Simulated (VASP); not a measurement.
# SiNi: cell size and functional, part 3 of 3

Which functional gives which lattice for SiNi? The starting structure is a measured crystal structure from the Crystallography Open Database. The first relaxation on each setting starts from this cell expanded by 3 % in volume.

VASP 6.6.1.

Results so far: PBEsol 11.82 Å³ an atom; LDA 11.54 Å³ an atom; PBE 12.22 Å³ an atom; PBEsol + D3(BJ) 11.47 Å³ an atom; r2SCAN 11.90 Å³ an atom.

## Step 7: Relaxation with PBEsol+U (Ni d 6.2 eV)

Level of this step: PBEsol, DFT+U (Ni d 6.2 eV), spin-polarised from an antiferromagnetic start; plane waves and PAW (Ni, Si) (VASP).

The U is chosen by hand, not computed for this crystal, and pushes the named shell towards whole occupations. This run starts from the cell of an earlier relaxation, which isn't shown; the restart sets up the plane waves anew.

Contents of INCAR:

```
SYSTEM = SiNi
PREC = Accurate
ENCUT = 450
EDIFF = 1E-06
NELM = 100
ISMEAR = 0
SIGMA = 0.05
LREAL = .FALSE.
ALGO = Normal
GGA = PS
NBANDS = 40
ISPIN = 2
MAGMOM = 1 -1 1 -1 0 0 0 0
LDAU = .TRUE.
LDAUTYPE = 2
LDAUL = 2 -1
LDAUU = 6.2 0
LDAUJ = 0 0
LDAUPRINT = 1
LASPH = .TRUE.
LMAXMIX = 4
LORBIT = 11
LWAVE = .FALSE.
LCHARG = .FALSE.
KPAR = 8
IBRION = 2
NSW = 50
ISIF = 3
EDIFFG = -0.006
```

Contents of POSCAR:

```
SiNi
1.0
    5.0877164148      0.0000000000      0.0000000000
    0.0000000000      3.2252543575      0.0000000000
    0.0000000000      0.0000000000      5.4295011020
Ni Si
4 4
Direct
    0.9903225667      0.7500000000      0.8131296839
    0.5096774333      0.2500000000      0.3131296839
    0.4903225667      0.7500000000      0.6868703161
    0.0096774333      0.2500000000      0.1868703161
    0.6828414068      0.2500000000      0.9154324626
    0.8171585932      0.7500000000      0.4154324626
    0.1828414068      0.2500000000      0.5845675374
    0.3171585932      0.7500000000      0.0845675374
```

Contents of KPOINTS:

```
Automatic mesh
0
Gamma
6 8 6
0 0 0
```

The projector-augmented-wave data sets are Ni and Si (PBE family, release 64).

Started as:

```sh
mpirun -np 8 vasp_std
```

Log:

```text
[... set-up lines as in an earlier step ...]
 entering main loop
       N       E                     dE             d eps       ncg     rms          rms(c)
DAV:   1     0.363400645258E+03    0.36340E+03   -0.22335E+04 12808   0.153E+03
DAV:   2    -0.596451741728E+01   -0.36937E+03   -0.35066E+03 12864   0.334E+02
DAV:   3    -0.397431717144E+02   -0.33779E+02   -0.33037E+02 14656   0.125E+02
DAV:   4    -0.405307265811E+02   -0.78755E+00   -0.78584E+00 14896   0.185E+01
[...]
DAV:  14    -0.382339888513E+02    0.29086E-05   -0.17217E-04 14696   0.138E-01    0.253E-02
DAV:  15    -0.382339905520E+02   -0.17007E-05   -0.95564E-06 14760   0.317E-02    0.106E-02
DAV:  16    -0.382339909268E+02   -0.37480E-06   -0.23305E-06 10160   0.177E-02
   1 F= -.38233991E+02 E0= -.38233250E+02  d E =-.382340E+02  mag=     0.0000
[...]
N       E                     dE             d eps       ncg     rms          rms(c)
DAV:   1    -0.382371542792E+02   -0.31637E-02   -0.31541E-02 14408   0.230E+00    0.527E-01
[...]
DAV:   4    -0.382340109096E+02    0.79622E-04   -0.35424E-04 13584   0.110E-01    0.230E-02
DAV:   5    -0.382340009651E+02    0.99445E-05   -0.20647E-05 17600   0.540E-02    0.856E-03
DAV:   6    -0.382340005213E+02    0.44379E-06   -0.42988E-06 13168   0.176E-02
   2 F= -.38234001E+02 E0= -.38233264E+02  d E =-.959445E-05  mag=     0.0000
 trial-energy change:   -0.000010  1 .order    0.000010   -0.000190    0.000210
 step:   0.5481(harm=  0.4743)  dis= 0.00009  next Energy=   -38.234046 (dE=-0.553E-04)
[...]
N       E                     dE             d eps       ncg     rms          rms(c)
DAV:   1    -0.382346869259E+02   -0.68596E-03   -0.63258E-03 14392   0.103E+00    0.236E-01
DAV:   2    -0.382348875465E+02   -0.20062E-03   -0.80873E-03 14608   0.145E+00    0.222E-01
DAV:   3    -0.382340645905E+02    0.82296E-03   -0.27767E-03 14464   0.867E-01    0.401E-02
DAV:   4    -0.382340447543E+02    0.19836E-04   -0.72396E-05 13544   0.518E-02    0.995E-03
DAV:   5    -0.382340429330E+02    0.18213E-05   -0.41402E-06 14176   0.240E-02    0.370E-03
DAV:   6    -0.382340430044E+02   -0.71404E-07   -0.93227E-07  7736   0.752E-03
   3 F= -.38234043E+02 E0= -.38233304E+02  d E =-.520776E-04  mag=     0.0000
[...]
reached required accuracy - stopping structural energy minimisation
```

The job ended after 1.9 min (8 MPI ranks of AMD EPYC 7R13 (Zen 3), shared host; peak memory 3.6 GiB; 15 min of CPU time).

Parts of OUTCAR (step 7):

```text
  Total        0.0064702      0.0054788      0.0102297      0.0000000      0.0000000      0.0000000
  in kB        0.1164717      0.0986252      0.1841467      0.0000000      0.0000000      0.0000000
  external PRESSURE =       0.1330812 kB  Pullay stress =       0.0000000 kB

 POSITION                                       TOTAL-FORCE (eV/Angst)
 -----------------------------------------------------------------------------------
      5.03667      2.41811      4.41358        -0.001410      0.000000      0.003100
      2.59216      0.80604      1.69964         0.001410      0.000000      0.003100
      2.49373      2.41811      3.72823        -0.001410      0.000000     -0.003100
      0.04921      0.80604      1.01429         0.001410      0.000000     -0.003100
      3.47276      0.80604      4.96879        -0.003869     -0.000000     -0.002309
      4.15607      2.41811      2.25485         0.003869     -0.000000     -0.002309
      0.92982      0.80604      3.17302        -0.003869     -0.000000      0.002309
      1.61313      2.41811      0.45908         0.003869     -0.000000      0.002309
 -----------------------------------------------------------------------------------
    total drift:                                0.000000      0.000000      0.000000

  FREE ENERGIE OF THE ION-ELECTRON SYSTEM (eV)
  ---------------------------------------------------
  free  energy   TOTEN  =       -38.2340430044 eV

  energy  without entropy=      -38.2325658094  energy(sigma->0) =      -38.23330441

 magnetization (x)
# of ion       s       p       d       tot
------------------------------------------
    1        0.000   0.000   0.000   0.000
    2       -0.000  -0.000  -0.000  -0.000
    3        0.000   0.000   0.000   0.000
    4       -0.000  -0.000  -0.000  -0.000
    5       -0.000   0.000   0.000   0.000
    6        0.000  -0.000   0.000  -0.000
    7       -0.000   0.000   0.000   0.000
    8        0.000  -0.000   0.000  -0.000
--------------------------------------------------
tot          0.000   0.000   0.000   0.000

[... 2 parts as in an earlier step ...]

[... 2 further parts left out ...]
[key lines of the parts left out:]
E-fermi :  10.9687
```

With PBEsol+U (Ni d 6.2 eV) the relaxed cell holds 11.126 Å³ an atom, -7.99 % against the measured cell, with a = 5.086 Å, b = 3.224 Å and c = 5.428 Å. That is -5.88 % from PBEsol. Its typed moments collapsed, which another start might have kept.

## Step 8: Relaxation with LDA+U (Ni d 6.2 eV)

This run starts from the cell of an earlier relaxation, which isn't shown; the restart sets up the plane waves anew.

INCAR, as its differences from that of step 7:

```diff
@@ -9,3 +9,3 @@
 ALGO = Normal
-GGA = PS
+GGA = CA
 NBANDS = 40
```

Contents of POSCAR:

```
SiNi
1.0
    5.0461093479      0.0000000000      0.0000000000
    0.0000000000      3.2008113242      0.0000000000
    0.0000000000      0.0000000000      5.3866126849
Ni Si
4 4
Direct
    0.9904596542      0.7500000000      0.8128186828
    0.5095403458      0.2500000000      0.3128186828
    0.4904596542      0.7500000000      0.6871813172
    0.0095403458      0.2500000000      0.1871813172
    0.6838167528      0.2500000000      0.9151994611
    0.8161832472      0.7500000000      0.4151994611
    0.1838167528      0.2500000000      0.5848005389
    0.3161832472      0.7500000000      0.0848005389
```

KPOINTS is that of step 7.

PAW data sets: Ni and Si (LDA family, release 64).

Started as:

```sh
mpirun -np 8 vasp_std
```

Log:

```text
[... set-up lines as in an earlier step ...]
 entering main loop
       N       E                     dE             d eps       ncg     rms          rms(c)
DAV:   1     0.369144704562E+03    0.36914E+03   -0.22353E+04 12800   0.155E+03
DAV:   2    -0.691937795290E+01   -0.37606E+03   -0.35714E+03 12840   0.339E+02
DAV:   3    -0.424158757147E+02   -0.35496E+02   -0.34730E+02 14696   0.129E+02
DAV:   4    -0.432797726489E+02   -0.86390E+00   -0.86204E+00 14864   0.196E+01
[...]
DAV:  14    -0.413343540236E+02    0.54302E-05   -0.97455E-05 14720   0.115E-01    0.200E-02
DAV:  15    -0.413343564426E+02   -0.24190E-05   -0.91667E-06 14368   0.313E-02    0.764E-03
DAV:  16    -0.413343569219E+02   -0.47930E-06   -0.64344E-07  7784   0.130E-02
   1 F= -.41334357E+02 E0= -.41333631E+02  d E =-.413344E+02  mag=     0.0000
[...]
N       E                     dE             d eps       ncg     rms          rms(c)
DAV:   1    -0.413407671202E+02   -0.64107E-02   -0.65635E-02 14448   0.338E+00    0.750E-01
[...]
DAV:   4    -0.413343611326E+02    0.19047E-03   -0.69125E-04 13752   0.167E-01    0.315E-02
DAV:   5    -0.413343430796E+02    0.18053E-04   -0.42118E-05 17952   0.792E-02    0.111E-02
DAV:   6    -0.413343430424E+02    0.37182E-07   -0.93771E-06 18560   0.231E-02
   2 F= -.41334343E+02 E0= -.41333621E+02  d E =0.138795E-04  mag=    -0.0000
 trial-energy change:    0.000014  1 .order    0.000010   -0.000391    0.000411
 step:   0.4873(harm=  0.4873)  dis= 0.00007  next Energy=   -41.334452 (dE=-0.952E-04)
[...]
N       E                     dE             d eps       ncg     rms          rms(c)
DAV:   1    -0.413361269881E+02   -0.17839E-02   -0.17093E-02 14376   0.173E+00    0.381E-01
DAV:   2    -0.413365233945E+02   -0.39641E-03   -0.20542E-02 14640   0.236E+00    0.345E-01
DAV:   3    -0.413345093708E+02    0.20140E-02   -0.69273E-03 14520   0.140E+00    0.668E-02
DAV:   4    -0.413344572453E+02    0.52126E-04   -0.18282E-04 13776   0.905E-02    0.149E-02
DAV:   5    -0.413344524216E+02    0.48237E-05   -0.11549E-05 17464   0.388E-02    0.545E-03
DAV:   6    -0.413344522848E+02    0.13679E-06   -0.15662E-06  8656   0.106E-02
   3 F= -.41334452E+02 E0= -.41333728E+02  d E =-.953629E-04  mag=     0.0000
[...]
reached required accuracy - stopping structural energy minimisation
```

It took 95 s on 8 MPI ranks; peak memory 3.2 GiB.

From OUTCAR (step 8):

```text
  Total        0.0182698      0.0119837     -0.0132122      0.0000000      0.0000000      0.0000000
  in kB        0.3368745      0.2209657     -0.2436179      0.0000000      0.0000000      0.0000000
  external PRESSURE =       0.1047408 kB  Pullay stress =       0.0000000 kB

 POSITION                                       TOTAL-FORCE (eV/Angst)
 -----------------------------------------------------------------------------------
      4.99601      2.39967      4.37614        -0.001950      0.000000      0.002895
      2.57017      0.79989      1.68417         0.001950     -0.000000      0.002895
      2.47395      2.39967      3.69978        -0.001950      0.000000     -0.002895
      0.04811      0.79989      1.00780         0.001950     -0.000000     -0.002895
      3.44919      0.79989      4.92732        -0.003795      0.000000     -0.003744
      4.11699      2.39967      2.23534         0.003795     -0.000000     -0.003744
      0.92713      0.79989      3.14860        -0.003795      0.000000      0.003744
      1.59493      2.39967      0.45663         0.003795     -0.000000      0.003744
 -----------------------------------------------------------------------------------
    total drift:                                0.000000      0.000000      0.000000

  FREE ENERGIE OF THE ION-ELECTRON SYSTEM (eV)
  ---------------------------------------------------
  free  energy   TOTEN  =       -41.3344522848 eV

  energy  without entropy=      -41.3330042429  energy(sigma->0) =      -41.33372826

 magnetization (x)
# of ion       s       p       d       tot
------------------------------------------
    1        0.000   0.000   0.000   0.000
    2       -0.000  -0.000  -0.000  -0.000
    3        0.000   0.000   0.000   0.000
    4       -0.000  -0.000  -0.000  -0.000
    5       -0.000   0.000   0.000  -0.000
    6        0.000  -0.000   0.000   0.000
    7       -0.000   0.000   0.000  -0.000
    8        0.000  -0.000   0.000   0.000
--------------------------------------------------
tot          0.000   0.000   0.000   0.000

[... 2 parts as in an earlier step ...]

[... 2 further parts left out ...]
[key lines of the parts left out:]
E-fermi :  11.3307
```

With LDA+U (Ni d 6.2 eV) the relaxed cell holds 10.861 Å³ an atom, -10.17 % against the measured cell, with a = 5.044 Å, b = 3.200 Å and c = 5.384 Å. That is -8.12 % from PBEsol. Its typed moments collapsed, which another start might have kept.

## Step 9: The runs compared

```
                 level  volume (Å³/atom)  against the measured cell (%)   a (Å)   b (Å)   c (Å)  pressure left (GPa)  core minutes
                PBEsol            11.821                          -2.23  5.1521  3.3051  5.5536                -0.01          59.3
                   LDA            11.538                          -4.57  5.1093  3.2806  5.5069                 0.02          92.8
                   PBE            12.217                           1.04  5.2055  3.3323  5.6342                 0.05         142.0
       PBEsol + D3(BJ)             11.47                          -5.14  5.1057  3.2743  5.4886                 0.01          88.3
                r2SCAN            11.897                           -1.6  5.1518  3.3036  5.5923                -0.06         176.0
PBEsol+U (Ni d 6.2 eV)            11.126                          -7.99  5.0859  3.2241  5.4279                 0.01          74.7
   LDA+U (Ni d 6.2 eV)            10.861                         -10.17  5.0441  3.1996  5.3839                 0.01         103.0
```

Core minutes are wall time times ranks, summed over the relaxations behind a row (those for a bulk modulus apart), on shared hosts.

## Step 10: Outcome

```json
{
 "volume, PBEsol": "11.82 Å³/atom",
 "volume, LDA": "11.54 Å³/atom",
 "volume, PBE": "12.22 Å³/atom",
 "volume, PBEsol + D3(BJ)": "11.47 Å³/atom",
 "volume, r2SCAN": "11.90 Å³/atom",
 "volume, PBEsol+U (Ni d 6.2 eV)": "11.13 Å³/atom",
 "volume, LDA+U (Ni d 6.2 eV)": "10.86 Å³/atom"
}
```

In words: Across 7 levels the volume of SiNi spans 12.5 %, from 10.86 Å³ an atom (LDA+U (Ni d 6.2 eV)) to 12.22 Å³ (PBE). Against the measured volume of the starting structure, PBE comes nearest (+1.0 %) and LDA+U (Ni d 6.2 eV) lies farthest (-10.2 %). The measured cell holds zero-point expansion and, unless it was taken cold, thermal expansion, which the runs lack, so small differences decide nothing. Adding D3(BJ) to PBEsol changes the volume by -3.0 %. All runs keep the symmetry of the start, so they can't find a distortion of lower symmetry. Further runs on this material are not shown.

[Lines on the potential files, build, host, timing and source positions are cut from VASP's logs without a mark.]

[Logs are printed without paths, hosts, clocks, repeated set-up lines and the standing remarks that a program may print on its own settings, such as how far it seeks lower states.]

[Hosts, paths, dates, database ids (printed as entryN), source tags and the programs' standing remarks are cut or masked in the printed files.]
